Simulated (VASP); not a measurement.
Consider the following.

```yaml
crystal:
  lattice:
    - [0.00000, 2.02500, 2.02500]
    - [2.02500, 0.00000, 2.02500]
    - [2.02500, 2.02500, 0.00000]
  atoms:
    - { symbol: Al, position: [0.00000, 0.00000, 0.00000] }
```

Level of theory: PBE GGA, VASP's PBE PAW potentials (set 64) (plane waves; VASP). Settings: 400 eV cut-off, 14×14×14 Γ-centred mesh, second-order Methfessel-Paxton smearing of 0.020 eV, potentials Al.

Question: What does the run give for the energy per atom (σ→0), band gap (on the k-mesh) with the smallest direct gap where there is one?

Answer: 
```yaml
band gap (on the k-mesh): none (metal, semimetal or under 0.01 eV)
energy per atom (σ→0): -3.738 eV/atom
```

The absolute energy has meaning only against runs of the same code, potentials and settings.

The compound is Al in the fcc structure. The cell was not relaxed at this level. The run is one of a series of settings (ISMEAR = 2, SIGMA = 0.02 against the base run), some of them coarse on purpose.
